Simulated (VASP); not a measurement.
Here is the system:

```
GaP
1.0
    0.00000     2.77669     2.77669
    2.77669     0.00000     2.77669
    2.77669     2.77669     0.00000
Ga P
1 1
Direct
  0.00000   0.00000   0.00000
  0.25000   0.25000   0.25000
```

All values below come from RPBE GGA, VASP's PBE PAW potentials (set 64) (plane waves; VASP). Run with 520 eV cut-off, 8×8×8 Γ-centred mesh, Gaussian smearing of 0.050 eV, potentials Ga_d P.

Question: What does the run give for the energy per atom (σ→0), band gap (on the k-mesh) with the smallest direct gap where there is one?

Answer: 
- band gap (on the k-mesh): 1.50 eV
- smallest direct gap (on the k-mesh): 1.50 eV
- energy per atom (σ→0): -4.230 eV/atom

Only differences to runs with the same potentials and settings are physical.

The compound is GaP in the zinc blende structure. It was relaxed first, which changed the volume by +6 %.
